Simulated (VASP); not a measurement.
Crystal: Si2W.

```
Si W
1.0
    -1.60690    1.60690    3.91495
     1.60690   -1.60690    3.91495
     1.60690    1.60690   -3.91495
Si W
2 1
Cartesian
  0.0000 0.0000 2.6207
  0.0000 0.0000 5.2092
  0.0000 0.0000 0.0000
```

| Property | Result |
| --- | --- |
| Program | VASP 6.6.1 |
| Task | relaxation of cell and atoms |
| Functional | PBE |
| Potentials or basis | VASP PAW PBE potentials, release 64 (Si, W_sv) |
| Cutoff | 520 eV |
| k mesh | 18 × 18 × 18 |
| Occupations | gaussian, width 0.3 eV |
| Spin | no spin polarisation |

At the start: pressure 3.4 GPa; volume 13.48 Å³/atom.

Where does the relaxation end?

Over 9 steps the energy falls by 2.2 meV/atom and the volume is 13.68 Å³/atom (+1.5 %); space group I4/mmm (No. 139, to 0.05 Å).

Step by step:
```tsv
step	energy change (eV)	largest force (eV/Å)	pressure (GPa)	volume (Å³)
1	0.0000	0.0729	3.45	40.44
2	0.0139	0.0978	-5.62	42.16
3	-0.0065	0.0079	-0.02	41.05
4	-0.0065	0.0091	0.05	41.03
5	-0.0065	0.0023	0.04	41.04
6	-0.0065	0.0038	0.04	41.04
7	-0.0065	0.0007	-0.06	41.05
8	-0.0066	0.0021	0.00	41.04
9	-0.0066	0.0016	0.00	41.04
```

Final structure:
```
Si W
1.0
    -1.61478    1.61478    3.93525
     1.61478   -1.61478    3.93525
     1.61478    1.61478   -3.93525
Si W
2 1
Cartesian
  0.0000 0.0000 2.6326
  1.6148 1.6148 1.3026
  1.6148 1.6148 -3.9352
```
